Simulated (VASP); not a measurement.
Given:

```xyz
1
Lattice="-1.8713 1.8713 1.8713 1.8713 -1.8713 1.8713 1.8713 1.8713 -1.8713" Properties=species:S:1:pos:R:3 pbc="T T T"
Sb     0.0000     0.0000     0.0000
```

Computed with r2SCAN meta-GGA, VASP's PBE PAW potentials (set 64) (plane waves; VASP). Settings: 400 eV cut-off, 12×12×12 Γ-centred mesh, first-order Methfessel-Paxton smearing of 0.10 eV, potentials Sb.

Energy and stress use the plane-wave basis of the starting cell.

The ions, cell shape and volume are relaxed. Which structure does the run end with?

```xyz
1
Lattice="-1.8876 1.8876 1.8876 1.8876 -1.8876 1.8876 1.8876 1.8876 -1.8876" Properties=species:S:1:pos:R:3 pbc="T T T"
Sb     0.0000     0.0000     0.0000
```
Space group Im-3m (229), at a tolerance of 0.03 Å.

How do energy and volume change from the first to the last step?

The energy (σ→0) changes by -3.6 meV/atom and the volume by +2.6 %, in 3 ionic steps.

```
step  E(σ→0) (eV)  max force (eV/Å)  pressure (GPa)  volume (Å³)
----  -----------  ----------------  --------------  -----------
1        -25.3531             0.000            1.77        26.21
2        -25.3553             0.000           -1.05        27.33
3        -25.3567             0.000            0.01        26.90
```

The structure comes from a computed database's Sb entry (Im-3m); how it stands against other phases isn't given here. This run relaxes it. Symmetry was kept, so distortions that lower it aren't found.
